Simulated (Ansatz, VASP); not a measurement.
**Cross-check of HgTe between VASP and Ansatz**

Wanted: the spread between two codes on one cell, functional and k mesh. The cell is generated by rule, not measured, and may not be a known phase. The cell is taken from a series of runs on this material, whose earlier steps may have relaxed, scaled, displaced or heated it; both programs get it as it stands.

Calculated with Ansatz 0.2.0; plane waves, with VASP 6.6.1 beside it; relaxation of cell and atoms at PBEsol.

## Step 1: Starting point

It takes space group Pm-3m (No. 221, cubic). Conventional cell: a = 3.713 Å, b = 3.713 Å, c = 3.713 Å, α = 90.00°, β = 90.00°, γ = 90.00°. Nearest to Hg lie 8 Te at 3.22 Å. Nearest to Te lie 8 Hg at 3.22 Å. Farther neighbours and most contacts between anions are not listed.

## Step 2: Ansatz: relaxation of cell and atoms, PBEsol, pair 1

Ansatz runs on its default PAW (the set named soft_2) files.

The relaxed volume is the usual yardstick between codes: in a stiff, nearly cubic crystal its relative difference is about their pressure difference at one cell divided by the bulk modulus.

Contents of input.yaml:

```yaml
crystal:
  lattice:
    - [3.7130569498, 0.0, 0.0]
    - [0.0, 3.7130569498, 0.0]
    - [0.0, 0.0, 3.7130569498]
  atoms:
    - { symbol: Hg, position: [0.0, 0.0, 0.0] }
    - { symbol: Te, position: [0.5, 0.5, 0.5] }
kpoints:
  mp_grid: { grid: [10, 10, 10] }
hamiltonian:
  xc: pbesol
scf:
  occupations: { method: gaussian, width: 0.1 }
output:
  forces: true
  stress: true
  eigenvalues: true
  write_density: true
  write_potential: true
  elf: true
  volumetric_format: npy
relax:
  adjacent_minimum: "off"
  f_tol: 0.005
  max_steps: 80
  cell: { stress_tol: 0.05 }
```

Run with:

```console
$ ansatz run input.yaml --threads 4 --pin off --max-ram 7168MiB --backend cpu --events-out ev --progress --plain --runs-dir out
```

Numbers of over 12 decimals in the logs are rounded to 6 here.

The program printed:

```text
Engine: ansatz 0.2.0, aarch64-unknown-linux-gnu
Pseudopotentials: kind: paw
Pseudopotential: Hg, paw, valence charge 20, recommended cutoff 420 eV (normal), Hg.paw.azcp
Pseudopotential: Te, paw, valence charge 16, recommended cutoff 420 eV (normal), Te.paw.azcp
Functional definition: PBEsol
  exchange = pbesol_x
  correlation = pbesol_c
Crystal: 2 atoms, lattice volume = 51.191 Å³
Basis set: ecut = 420 eV, 1021 PW (Γ), exchange–correlation on 50×50×50 points (8 copies of the dense FFT grid, shifted against one another)
Bands: 22, of which v1, the nominal top of the filled ones, is band 18 counted from 1 (17 counted from 0)
Symmetry: 48 space group operations
Space group: Pm-3m (ITA 221), of the structure as read, at distance tolerance 3.7e-5 Å
k-points: 56 of 1000
Non-local potential: Hg, projectors of the file, l = 0: 3, l = 1: 2, l = 2: 2, l = 3: 1
Non-local potential: Te, projectors of the file, l = 0: 2, l = 1: 2, l = 2: 2, l = 3: 2
PAW form: soft (Blöchl's): semilocal exchange-correlation on the pseudo side does not see the compensation charge
PAW frozen core: Hg, regenerated for the run's functional, and the local potential with it (the file was generated under x = pbe(κ = 0.804, μ = 0.219515), c = pbe(β = 0.066725))
PAW frozen core: Te, regenerated for the run's functional, and the local potential with it (the file was generated under x = pbe(κ = 0.804, μ = 0.219515), c = pbe(β = 0.066725))
PAW one-centre angular grid: Hg, 590 points (default); XC on 64 Gauss nodes
PAW one-centre angular grid: Te, 590 points (default); XC on 64 Gauss nodes
Initial density: superposition of atomic densities (neutral atoms: chi_scale 0, normalization atom), corrected by the library's trained network
Initial wavefunctions: pseudopotential atomic-orbital guess
Functional: x = pbesol(κ = 0.804, μ = 0.123457), c = pbesol(β = 0.046)
SCF iter   1: F=—  HF=-20569.143908 eV  |F-HF|=—  |Δ(HF+E_count)|=         —  Δρ=3.50e-3  dr2=5.62e-3  ethr=1.77e-3  ⟨swp⟩=6.0  Hψ=5479  notcnv=0
preconditioner: auto → Resta (q_TF=auto, 2.573 Å⁻¹)  ε∞=5.6  [insulator: Δε(μ)=0.150 eV  Ē_g=10.213 eV  σ=0.100 eV  W_gap=0.64  n_scr=18 (ndim 8)  ℏωp=22.0 eV  f_vac=0.000  D(μ)=0.96/eV (n_scr^D=6)  ε∞_Penn≈5.6]
SCF iter   2: F=—  HF=-20569.141885 eV  |F-HF|=—  |Δ(HF+E_count)|=   2.02e-3  Δρ=1.60e-3  dr2=1.26e-3  ethr=1.56e-5  ⟨swp⟩=2.8  Hψ=2709  notcnv=0
SCF iter   3: F=—  HF=-20569.141551 eV  |F-HF|=—  |Δ(HF+E_count)|=   3.34e-4  Δρ=3.85e-4  dr2=8.34e-5  ethr=3.49e-6  ⟨swp⟩=2.1  Hψ=1744  notcnv=0
SCF iter   4: F=—  HF=-20569.141538 eV  |F-HF|=—  |Δ(HF+E_count)|=   1.34e-5  Δρ=5.25e-5  dr2=6.23e-7  ethr=2.32e-7  ⟨swp⟩=2.0  Hψ=1595  notcnv=0
iter 5 did not close the SCF: its close was put off for the readings that it lacked (scf_convergence_deferred on its scf_iter line)
SCF iter   5: F=-20569.141538 eV  HF=-20569.141538 eV  |F-HF|=6.38e-9  |Δ(HF+E_count)|=   4.59e-7  Δρ=7.56e-6  dr2=2.56e-8  ethr=1.73e-9  ⟨swp⟩=2.4  Hψ=1822  notcnv=0
SCF iter   6: F=-20569.141538 eV  HF=-20569.141538 eV  |F-HF|=1.27e-9  |Δ(HF+E_count)|=   1.82e-9  Δρ=2.62e-6  dr2=3.19e-9  ethr=7.12e-11  ⟨swp⟩=6.8  Hψ=7833  notcnv=0
SCF 1 converged in 6 iterations: F = -20569.141538 eV  dr2 = 3.19e-9
  greatest PAW one-centre occupation: 1.000 electrons in one spin orbital (limit 2), on the Hg atom at site 0 (counted from 0), in its partial waves of l = 0
relax step   1: F+E_penalty+E_count = -20569.14153816 eV  Δ(F+E_penalty+E_count) = +0.000e0 eV  max|allowed force component| = 1.427e-29 eV/Å  Δτ_max = 0.0000 Å  P = -0.044 GPa  Ω = 51.191 Å³  (6 SCF iters, dr2 threshold 1.00e-7 eV, accepted)
Initial density: handed on by an earlier stage of this run
Initial wavefunctions: pseudopotential atomic-orbital guess (no wavefunctions were taken with the density)
iter 1 solved again at ethr=1.63e-9 eV; its pass at ethr=3.10e-3 eV (dr2=5.86e-7 eV) is discarded
SCF iter   1: F=—  HF=-20569.141531 eV  |F-HF|=—  |Δ(HF+E_count)|=         —  Δρ=2.76e-6  dr2=3.37e-9  ethr=1.63e-9  ⟨swp⟩=5.4  Hψ=9920  notcnv=0
preconditioner: auto → Resta (q_TF=auto, 2.573 Å⁻¹)  ε∞=5.6  [insulator: Δε(μ)=0.148 eV  Ē_g=10.225 eV  σ=0.100 eV  W_gap=0.63  n_scr=18 (ndim 8)  ℏωp=22.0 eV  f_vac=0.000  D(μ)=1.01/eV (n_scr^D=6)  ε∞_Penn≈5.6]
SCF iter   2: F=—  HF=-20569.141538 eV  |F-HF|=—  |Δ(HF+E_count)|=   7.53e-6  Δρ=1.17e-6  dr2=6.92e-10  ethr=9.36e-12  ⟨swp⟩=2.8  Hψ=2433  notcnv=0
SCF iter   3: F=—  HF=-20569.141538 eV  |F-HF|=—  |Δ(HF+E_count)|=  1.06e-10  Δρ=5.03e-7  dr2=1.36e-10  ethr=1.92e-12  ⟨swp⟩=1.0  Hψ=1233  notcnv=0
SCF iter   4: F=-20569.141538 eV  HF=-20569.141538 eV  |F-HF|=1.09e-11  |Δ(HF+E_count)|=  4.37e-11  Δρ=9.57e-8  dr2=3.79e-12  ethr=1.00e-12  ⟨swp⟩=5.8  Hψ=6225  notcnv=0
SCF 2 converged in 4 iterations: F = -20569.141538 eV  dr2 = 3.79e-12
relax step   2: F+E_penalty+E_count = -20569.14153816 eV  Δ(F+E_penalty+E_count) = -1.164e-9 eV  max|allowed force component| = 1.906e-30 eV/Å  Δτ_max = 0.0000 Å  P = -0.044 GPa  Ω = 51.191 Å³  stress off target by 4.42e-2 GPa  SCF on the basis re-selected at this cell (its energy is not comparable with the rows above)  (4 SCF iters)
basis re-selected at this cell: Δ(F+E_penalty+E_count) = -1.164e-9 eV, ΔP = -0.000 GPa vs the last step (what re-selecting the basis moved, of the pressure what is left beyond the Pulay correction that the steps carried, after the strain that the cell walked since its last selection, with what the two solves' SCF thresholds leave and, on support functions, any second-order correction that the steps lacked; it is no m [...]
SCF converged after 4 iterations
Free energy (F): -20569.141538 eV
Harris-Foulkes:  -20569.141538 eV  (|F-HF|=1.09e-11)
Internal energy: -20569.136513 eV  (E = F + TS)
E sigma→0 (E₀):  -20569.139026 eV
Entropy (-TS):   -0.005025 eV (-2.513 meV/atom)
Fermi energy:    12.774835 eV
--- Per-component energies (eV) ---
  E_band       = -618.665383
  E_kinetic    = 785.407701
  E_local      = -3600.696347  (includes V_loc(G=0)·N_el)
  E_nonlocal   = -231.713809
  E_hartree    = 1809.520623
  E_xc         = -342.588958
  E_vxc        = -366.178345  (∫ρ·V_xc dr)
  E_paw        = -14385.471154  (= ΣΔE_a)
  E_vpaw       = -824.526677  (= ΣTr[D̂ρ^β])
  E_aug_tail   = 0.000721  (compensation charges beyond the density's cutoff)
  E_ewald      = -4604.298757
  E_core_change = 0.703466  (= ΣΔE_core)
  E_smearing   = -0.005025  (= −TS)
  E_closure    = -0.000000  (closes the sum)
  Σ components = -20569.141538   (vs F -20569.141538, Δ=0.00e0)
--- Forces (eV/Å), atoms counted from 1 ---
  atom   1  Hg    -0.00000000    -0.00000000    -0.00000000
  atom   2  Te     0.00000000     0.00000000    -0.00000000
  max |Σ_I F_I| component: 3.81e-30 eV/Å
--- Stress (GPa, compression-positive) ---
       -0.044228       0.000000       0.000000
        0.000000      -0.044228       0.000000
        0.000000       0.000000      -0.044228
  P = ⅓ Tr σ = -0.0442 GPa (-0.442 kbar)
--- Band table (eV; the first three rows and the last of 56) ---
  k-point 0: bands = [... 14 lower, 6.6249, 10.7643, 11.7713, 11.7713, 11.7713, 18.4432, 18.4432, 22.9523]
  k-point 1: bands = [... 14 lower, 6.6267, 9.8819, 11.9076, 11.9076, 12.4430, 18.4547, 18.8969, 22.2499]
  k-point 2: bands = [... 14 lower, 6.6315, 8.6668, 12.2846, 12.2846, 13.2159, 18.4867, 19.5290, 21.1424]
  k-point 55: bands = [... 14 lower, 6.9119, 11.2595, 11.2595, 11.2595, 11.7730, 13.7955, 13.7955, 13.7955]
--- Relaxed structure (1 steps of the walk, 1 accepted, 1 SCFs on fresh bases) ---
  F+E_penalty+E_count = -20569.14153816 eV   max|allowed force component| = 1.906e-30 eV/Å   (the final SCF, on the basis selected at the relaxed cell)
  cell:  # Å, volume = 51.1911 Å³
    - [3.7130569498, 0.0, 0.0]
    - [0.0, 3.7130569498, 0.0]
    - [0.0, 0.0, 3.7130569498]
  atoms:
    - { symbol: Hg, position: [0.0, 0.0, 0.0] }
    - { symbol: Te, position: [0.5, 0.5, 0.5] }
```

## Step 3: VASP: relaxation of cell and atoms, PBEsol, pair 1

The same cell, functional, mesh and smearing now go to VASP, with its own data sets.

Lines of VASP's logs that name or quote its potential files are left out, and so is its time.

Contents of INCAR:

```
SYSTEM = HgTe
PREC = Accurate
ENCUT = 500
EDIFF = 1E-07
NELM = 120
ISMEAR = 0
SIGMA = 0.1
LREAL = .FALSE.
ALGO = Normal
GGA = PS
NBANDS = 15
LORBIT = 11
LWAVE = .FALSE.
LCHARG = .FALSE.
ISIF = 3
IBRION = 2
NSW = 80
EDIFFG = -0.005
LASPH = .TRUE.
GGA_COMPAT = .FALSE.
NELMIN = 4
KPAR = 2
```

Contents of POSCAR:

```
HgTe
1.0
    3.7130570000      0.0000000000      0.0000000000
    0.0000000000      3.7130570000      0.0000000000
    0.0000000000      0.0000000000      3.7130570000
Hg Te
1 1
Direct
    0.0000000000      0.0000000000      0.0000000000
    0.4999998653      0.4999998653      0.4999998653
```

Contents of KPOINTS:

```
Automatic mesh
0
Gamma
10 10 10
0 0 0
```

The projector-augmented-wave data sets are Hg and Te (PBE family, release 64).

Run with:

```console
$ mpirun -np 2 vasp_std
```

The program printed:

```text
[banner, memory and clock lines left out]
running    2 mpi-ranks, on    1 nodes
 distrk:  each k-point on    1 cores,    2 groups
 distr:  one band on    1 cores,    1 groups

 POSCAR found type information on POSCAR HgTe
 POSCAR found :  2 types and       2 ions
|                                                                             |
|               ----> ADVICE to this user running VASP <----                  |
|                                                                             |
|     You enforced a specific xc type in the INCAR file but a different       |
|     [... a line on the potential file left out ...]
|     I HOPE YOU KNOW WHAT YOU ARE DOING!                                     |
|                                                                             |

 LDA part: xc-table for (Slater+PW92), standard interpolation
 POSCAR, INCAR and KPOINTS ok, starting setup
 FFT: planning ... GRIDC
 FFT: planning ... GRID_SOFT
 FFT: planning ... GRID
 WAVECAR not read
 entering main loop
       N       E                     dE             d eps       ncg     rms          rms(c)
DAV:   1     0.101774189847E+03    0.10177E+03   -0.82862E+03  1712   0.104E+03
DAV:   2    -0.488788636040E+00   -0.10226E+03   -0.95528E+02  1953   0.240E+02
DAV:   3    -0.379077015005E+01   -0.33020E+01   -0.32817E+01  2072   0.446E+01
DAV:   4    -0.381075202469E+01   -0.19982E-01   -0.19980E-01  2039   0.337E+00
DAV:   5    -0.381104865646E+01   -0.29663E-03   -0.29663E-03  2177   0.398E-01    0.813E+00
DAV:   6    -0.371433436501E+01    0.96714E-01   -0.23347E-01  1939   0.645E+00    0.569E+00
DAV:   7    -0.370929932263E+01    0.50350E-02   -0.32721E-02  1925   0.143E+00    0.164E+00
DAV:   8    -0.370855330537E+01    0.74602E-03   -0.35702E-03  1946   0.760E-01    0.156E-01
DAV:   9    -0.370856037883E+01   -0.70735E-05   -0.13847E-04  2086   0.112E-01    0.700E-02
DAV:  10    -0.370856964784E+01   -0.92690E-05   -0.97719E-06  2023   0.272E-02    0.337E-02
DAV:  11    -0.370857365326E+01   -0.40054E-05   -0.27453E-06  1904   0.160E-02    0.537E-03
DAV:  12    -0.370857365422E+01   -0.96793E-09   -0.28385E-08  1323   0.159E-03
   1 F= -.37085737E+01 E0= -.37061071E+01  d E =-.370857E+01
 curvature:   0.00 expect dE= 0.000E+00 dE for cont linesearch  0.000E+00
 trial: gam= 0.00000 g(F)=  0.000E+00 g(S)=  0.108E-03 ort = 0.000E+00 (trialstep = 0.100E+01)
 search vector abs. value=  0.108E-03
 bond charge predicted
       N       E                     dE             d eps       ncg     rms          rms(c)
DAV:   1    -0.370982811775E+01   -0.12545E-02   -0.24120E-02  1806   0.173E+00    0.258E-01
DAV:   2    -0.370872705747E+01    0.11011E-02   -0.27494E-03  1743   0.720E-01    0.898E-02
DAV:   3    -0.370862771947E+01    0.99338E-04   -0.22777E-04  1862   0.141E-01    0.790E-02
DAV:   4    -0.370860654443E+01    0.21175E-04   -0.35479E-05  1764   0.402E-02    0.227E-02
DAV:   5    -0.370860600028E+01    0.54415E-06   -0.26992E-06  1848   0.139E-02    0.217E-02
DAV:   6    -0.370860568168E+01    0.31860E-06   -0.49861E-07  1806   0.527E-03    0.918E-03
DAV:   7    -0.370860535291E+01    0.32877E-06   -0.61946E-07  2017   0.990E-03    0.371E-03
DAV:   8    -0.370860529328E+01    0.59630E-07   -0.82322E-08  1018   0.223E-03
   2 F= -.37086053E+01 E0= -.37061240E+01  d E =-.316391E-04
 trial-energy change:   -0.000032  1 .order   -0.000035   -0.000108    0.000039
 step:   0.7095(harm=  0.7339)  dis= 0.00000  next Energy=    -3.708611 (dE=-0.374E-04)
 bond charge predicted
       N       E                     dE             d eps       ncg     rms          rms(c)
DAV:   1    -0.370871405300E+01   -0.10870E-03   -0.20372E-03  1785   0.501E-01    0.743E-02
DAV:   2    -0.370862006505E+01    0.93988E-04   -0.23346E-04  1715   0.210E-01    0.257E-02
DAV:   3    -0.370861203732E+01    0.80277E-05   -0.19352E-05  1806   0.408E-02    0.226E-02
DAV:   4    -0.370861107175E+01    0.96557E-06   -0.30356E-06  1736   0.118E-02    0.660E-03
DAV:   5    -0.370861106656E+01    0.51905E-08   -0.23292E-07  1768   0.412E-03
   3 F= -.37086111E+01 E0= -.37061336E+01  d E =-.374123E-04
 curvature:  -0.36 expect dE=-0.136E-06 dE for cont linesearch -0.136E-06
 trial: gam= 0.00000 g(F)=  0.147E-46 g(S)=  0.374E-06 ort =-0.637E-05 (trialstep = 0.942E+00)
 search vector abs. value=  0.374E-06
 reached required accuracy - stopping structural energy minimisation
```

From OUTCAR (step 3):

```text
ion  position               nearest neighbor table
   1  0.000  0.000  0.000-   2 3.22   2 3.22   2 3.22   2 3.22   2 3.22   2 3.22   2 3.22   2 3.22

  LATTYP: Found a simple cubic cell.
 ALAT       =     3.7130570000

 Subroutine GETGRP returns: Found 48 space group operations
 (whereof 48 operations were pure point group operations)

The static configuration has the point symmetry O_h .

 Found     56 irreducible k-points:

   k-points           NKPTS =     56   k-points in BZ     NKDIM =     56   number of bands    NBANDS=     15

   dimension x,y,z NGX =    28 NGY =   28 NGZ =   28
   dimension x,y,z NGXF=    56 NGYF=   56 NGZF=   56

   ENCUT  =  500.0 eV  36.75 Ry    6.06 a.u.   6.77  6.77  6.77*2*pi/ulx,y,z

   NELECT =      18.0000    total number of electrons

 k-points in reciprocal lattice and weights: Automatic mesh
   0.00000000  0.00000000  0.00000000       0.001
   0.10000000  0.00000000  0.00000000       0.006
   0.20000000  0.00000000  0.00000000       0.006
   0.30000000  0.00000000  0.00000000       0.006
   0.40000000  0.00000000  0.00000000       0.006
   0.50000000  0.00000000  0.00000000       0.003
   0.10000000  0.10000000  0.00000000       0.012
   0.20000000  0.10000000  0.00000000       0.024
   0.30000000  0.10000000  0.00000000       0.024
[...]
0.50000000  0.50000000  0.40000000       0.006
   0.50000000  0.50000000  0.50000000       0.001

 average (electrostatic) potential at core
       1 -37.3879       2 -89.2654

 E-fermi :   5.3090

 k-point     1 :       0.0000    0.0000    0.0000
  band No.  band energies     occupation
    ...
      6      -0.8383      2.00000
      7       3.2809      2.00000
      8       4.3136      2.00000
      9       4.3136      2.00000
     10       4.3136      2.00000
     11      10.9263      0.00000
     12      10.9263      0.00000
     13      15.4830      0.00000
     14      15.4830      0.00000
     15      15.4830      0.00000

 k-point     2 :       0.1000    0.0000    0.0000
  band No.  band energies     occupation
    ...
      6      -0.8365      2.00000
      7       2.4097      2.00000
      8       4.4490      2.00000
      9       4.4490      2.00000
     10       4.9721      2.00000
     11      10.9420      0.00000
     12      11.3794      0.00000
     13      14.7740      0.00000
     14      14.8844      0.00000
     15      14.8844      0.00000

 k-point     3 :       0.2000    0.0000    0.0000
  band No.  band energies     occupation
    ...
      5      -0.9763      2.00000
      6      -0.8316      2.00000
      7       1.1988      2.00000
      8       4.8234      2.00000
      9       4.8234      2.00000
     10       5.7376      0.00000
     11      10.9861      0.00000
     12      12.0267      0.00000
     13      13.6313      0.00000
     14      13.6313      0.00000
    ...

  Total       -0.0022731     -0.0022731     -0.0022731     -0.0000000     -0.0000000     -0.0000000
  in kB       -0.0710011     -0.0710011     -0.0710011     -0.0000000     -0.0000000     -0.0000000
  external PRESSURE =      -0.0710011 kB  Pullay stress =       0.0000000 kB

  energy-cutoff  :      500.00
  volume of cell :       51.29
      direct lattice vectors                 reciprocal lattice vectors
     3.715516647 -0.000000000 -0.000000000     0.269141574  0.000000000 -0.000000000
    -0.000000000  3.715516647 -0.000000000     0.000000000  0.269141574 -0.000000000
     0.000000000  0.000000000  3.715516647     0.000000000  0.000000000  0.269141574

 POSITION                                       TOTAL-FORCE (eV/Angst)
 -----------------------------------------------------------------------------------
      0.00000      0.00000      0.00000        -0.000000     -0.000000      0.000000
      1.85776      1.85776      1.85776         0.000000      0.000000      0.000000
 -----------------------------------------------------------------------------------
    total drift:                                0.000122      0.000122      0.000122

  FREE ENERGIE OF THE ION-ELECTRON SYSTEM (eV)
  ---------------------------------------------------
  free  energy   TOTEN  =        -3.7086110666 eV

  energy  without entropy=       -3.7036561966  energy(sigma->0) =       -3.70613363

 reached required accuracy - stopping structural energy minimisation

 total charge
# of ion       s       p       d       tot
------------------------------------------
    1        0.863   0.248   9.338  10.449
    2        1.434   1.761   0.041   3.236
--------------------------------------------------
tot          2.298   2.008   9.378  13.684

[... 3 further parts left out ...]
```

CONTCAR:

```
HgTe
   1.00000000000000
     3.7155166471416123   -0.0000000000000000   -0.0000000000000000
    -0.0000000000000000    3.7155166471416123   -0.0000000000000000
     0.0000000000000000    0.0000000000000000    3.7155166471416123
  Hg              Te
     1     1
Direct
     0.0000000000000000    0.0000000000000000    0.0000000000000000
     0.4999998652999977    0.4999998652999977    0.4999998652999977
```

## Step 4: Differences

Known differences besides the potentials themselves: the data sets hold 36 valence electrons in Ansatz (on its default PAW (the set named soft_2) files) and 18 in VASP; the cutoff is 420 eV in Ansatz and 500 eV in VASP; Ansatz makes its cores anew for this functional, VASP keeps those of its PBE data sets; Ansatz adds a Pulay correction to the stress that steers its cell, VASP none. Total energies have different zeros and are not compared.

Both answers:

```tsv
quantity	Ansatz	VASP	difference
volume (Å³)	51.19	51.29	-0.20 %
edge a after relaxation, in the typed setting (Å)	3.713	3.716	-0.06 %
```

[end of part 1 of 2]

[Lines on the potential files, build, host, timing and source positions are cut from VASP's logs without a mark.]

[Logs are printed without paths, hosts, clocks, repeated set-up lines and the standing remarks that a program may print on its own settings, such as how far it seeks lower states.]

[Hosts, paths, dates, database ids (printed as entryN), source tags and the programs' standing remarks are cut or masked in the printed files.]
